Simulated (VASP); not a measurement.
All values below come from r2SCAN+rVV10, VASP's PBE PAW potentials (set 64) (plane waves; VASP).

A VASP calculation is set up with these files.

KPOINTS:
```
Automatic mesh
0
G
 16 16 16
0 0 0
```

**POSCAR**
```
Fe
1
   -1.4248952428     1.4248952428     1.4248952428
    1.4248952428    -1.4248952428     1.4248952428
    1.4248952428     1.4248952428    -1.4248952428
Fe
1
Direct
  0.0000000000   0.0000000000   0.0000000000
```

**INCAR**
```
SYSTEM = Fe
PREC = Accurate
ENCUT = 520
EDIFF = 1E-6
NELM = 100
ALGO = Normal
LREAL = .FALSE.
LASPH = .TRUE.
ISMEAR = 1
SIGMA = 0.1
METAGGA = R2SCAN
LUSE_VDW = .TRUE.
BPARAM = 11.95
CPARAM = 0.0093
LMIXTAU = .TRUE.
LMAXMIX = 4
ISPIN = 2
MAGMOM = 2.7
LORBIT = 10
LWAVE = .FALSE.
LCHARG = .FALSE.
IBRION = 2
ISIF = 3
NSW = 60
EDIFFG = -0.01
```

POTCAR, in this order: Fe (PBE.64 set). Program: vasp_std.

What VASP printed:

File OUTCAR:
```
 ion  position               nearest neighbor table
   1  0.000  0.000  0.000-
  LATTYP: Found a body centered cubic cell.
 ALAT       =     2.8497904856
 Subroutine PRICEL returns:
 Original cell was already a primitive cell.
 Subroutine GETGRP returns: Found 48 space group operations
The static configuration has the point symmetry O_h .
The dynamic configuration has the point symmetry O_h .
The overall configuration has the point symmetry O_h .
 Subroutine INISYM returns: Found 48 space group operations
 Subroutine IBZKPT returns following result:
 Found    145 irreducible k-points:

 Following reciprocal coordinates:
            Coordinates               Weight
  0.000000  0.000000  0.000000      1.000000
  0.062500  0.000000  0.000000     12.000000
  0.125000  0.000000  0.000000     12.000000
  0.187500  0.000000  0.000000     12.000000
  0.250000  0.000000  0.000000     12.000000
  0.312500  0.000000  0.000000     12.000000
  0.375000  0.000000  0.000000     12.000000
  0.437500  0.000000  0.000000     12.000000
  0.500000  0.000000  0.000000      6.000000
  0.062500  0.062500  0.000000     24.000000
  0.125000  0.062500  0.000000     48.000000
  0.187500  0.062500  0.000000     48.000000
  0.250000  0.062500  0.000000     48.000000
  0.312500  0.062500  0.000000     48.000000
  0.375000  0.062500  0.000000     48.000000
  0.437500  0.062500  0.000000     48.000000
  0.125000  0.125000  0.000000     24.000000
  0.187500  0.125000 -0.000000     48.000000
  0.250000  0.125000  0.000000     48.000000
  0.312500  0.125000  0.000000     48.000000
  0.375000  0.125000  0.000000     48.000000
  0.437500  0.125000  0.000000     24.000000
  0.187500  0.187500  0.000000     24.000000
  0.250000  0.187500  0.000000     48.000000
...
```

### OSZICAR
```
       N       E                     dE             d eps       ncg     rms          rms(c)
DAV:   1     0.115411459179E+02    0.11541E+02   -0.42349E+03  5372   0.111E+03
DAV:   2    -0.152344233206E+02   -0.26776E+02   -0.24929E+02  5267   0.137E+02
DAV:   3    -0.155848975885E+02   -0.35047E+00   -0.34938E+00  5934   0.220E+01
DAV:   4    -0.155870511706E+02   -0.21536E-02   -0.21533E-02  5689   0.158E+00
DAV:   5    -0.155870768992E+02   -0.25729E-04   -0.25729E-04  5638   0.155E-01    0.120E+01
DAV:   6    -0.140576824023E+02    0.15294E+01   -0.22206E+01  5559   0.753E+01    0.880E+00
DAV:   7    -0.141683969911E+02   -0.11071E+00   -0.33242E+00  6012   0.251E+01    0.520E+00
DAV:   8    -0.141800512752E+02   -0.11654E-01   -0.84329E-02  5856   0.283E+00    0.226E+00
DAV:   9    -0.141743564573E+02    0.56948E-02   -0.91057E-02  6103   0.352E+00    0.732E-01
DAV:  10    -0.141764558027E+02   -0.20993E-02   -0.13564E-02  6115   0.123E+00    0.192E-01
DAV:  11    -0.141769014091E+02   -0.44561E-03   -0.14284E-03  5612   0.576E-01    0.120E-01
DAV:  12    -0.141768951463E+02    0.62628E-05   -0.10555E-05  5447   0.385E-02    0.818E-02
DAV:  13    -0.141768942336E+02    0.91264E-06   -0.38562E-05  5746   0.930E-02    0.329E-02
DAV:  14    -0.141768838313E+02    0.10402E-04   -0.23501E-05  5549   0.713E-02    0.625E-03
DAV:  15    -0.141768842314E+02   -0.40019E-06   -0.32738E-07  2650   0.870E-03
   1 F= -.14176884E+02 E0= -.14176922E+02  d E =-.141769E+02  mag=     2.5904
```

File OUTCAR:
```
------------------------ aborting loop because EDIFF is reached ----------------------------------------
  FORCE on cell =-STRESS in cart. coord.  units (eV):
  Direction    XX          YY          ZZ          XY          YZ          ZX
  --------------------------------------------------------------------------------------
  Total        0.0068819      0.0068819      0.0068819      0.0000000     -0.0000000      0.0000000
  in kB        0.9528199      0.9528199      0.9528199      0.0000000     -0.0000000      0.0000000
  external PRESSURE =       0.9528199 kB  Pullay stress =       0.0000000 kB
  volume of cell :       11.57
      direct lattice vectors                 reciprocal lattice vectors
    -1.424895243  1.424895243  1.424895243     0.000000000  0.350902989  0.350902989
     1.424895243 -1.424895243  1.424895243     0.350902989  0.000000000  0.350902989
     1.424895243  1.424895243 -1.424895243     0.350902989  0.350902989  0.000000000
 POSITION                                       TOTAL-FORCE (eV/Angst)
 -----------------------------------------------------------------------------------
      0.00000      0.00000      0.00000         0.000000      0.000000      0.000000
 -----------------------------------------------------------------------------------
    total drift:                               -0.000000      0.000000      0.000000
  FREE ENERGIE OF THE ION-ELECTRON SYSTEM (eV)
  ---------------------------------------------------
  free  energy   TOTEN  =       -14.1768842314 eV

  energy  without entropy=      -14.1769989045  energy(sigma->0) =      -14.17692246

 total charge

# of ion       s       p       d       tot
------------------------------------------
    1        0.484   0.563   6.186   7.234

 magnetization (x)

# of ion       s       p       d       tot
------------------------------------------
    1       -0.015  -0.121   2.791   2.655

 reached required accuracy - stopping structural energy minimisation
```
(Selected blocks of OUTCAR.)

The compound is Fe in the bcc structure. It was relaxed first. The start is the result of an earlier pass.
